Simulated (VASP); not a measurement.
VASP input:

POSCAR:
```
PbF2
2.970
  0.0000000000   1.0000000000   1.0000000000
  1.0000000000   0.0000000000   1.0000000000
  1.0000000000   1.0000000000   0.0000000000
Pb F
1 2
Cart
  0.0000000000   0.0000000000   0.0000000000
  0.5000000000   0.5000000000   0.5000000000
  1.5000000000   1.5000000000   1.5000000000
```

INCAR:
```
SYSTEM = PbF2
PREC = Accurate; ENCUT = 520; LREAL = .FALSE.
LASPH = .TRUE.
EDIFF = 1E-6; NELM = 100; ALGO = Normal
LMAXMIX = 4
ISMEAR = 0; SIGMA = 0.05
GGA = PE
ISIF = 2
LWAVE = .FALSE.; LCHARG = .FALSE.
```

File KPOINTS:
```
Automatic mesh
0
Gamma
6 6 6
0 0 0
```

POTCAR, in this order: Pb_d F (PBE.64 set). Program: vasp_std.

Write an equivalent input for Quantum ESPRESSO's pw.x.

One equivalent input (not run):
```
&CONTROL
  calculation = 'scf'
  pseudo_dir = './pseudo'
  outdir = './out'
  tprnfor = .true.
  tstress = .true.
/
&SYSTEM
  ibrav = 0
  nat = 3
  ntyp = 2
  ecutwfc = 84
  occupations = 'smearing'
  smearing = 'gaussian'
  degauss = 0.003675
  input_dft = 'pbe'
/
&ELECTRONS
  conv_thr = 7.3e-08
  electron_maxstep = 100
/
ATOMIC_SPECIES
  Pb 207.200 Pb.upf
  F 18.998 F.upf
CELL_PARAMETERS angstrom
     0.0000000    2.9700000    2.9700000
     2.9700000    0.0000000    2.9700000
     2.9700000    2.9700000    0.0000000
ATOMIC_POSITIONS crystal
  Pb   0.0000000  0.0000000  0.0000000
  F    0.2500000  0.2500000  0.2500000
  F    0.7500000  0.7500000  0.7500000
K_POINTS automatic
  6 6 6 0 0 0
```
Limits of the translation: the potentials are each code's own (VASP's PAW set, PseudoDojo norm-conserving files in pw.x), so ENCUT and ecutwfc are chosen apart and not converted; conv_thr bounds pw.x's estimated SCF error, while EDIFF bounds the energy change between steps.

The compound is PbF2 in the fluorite structure, the β form. The cell was not relaxed at this level.
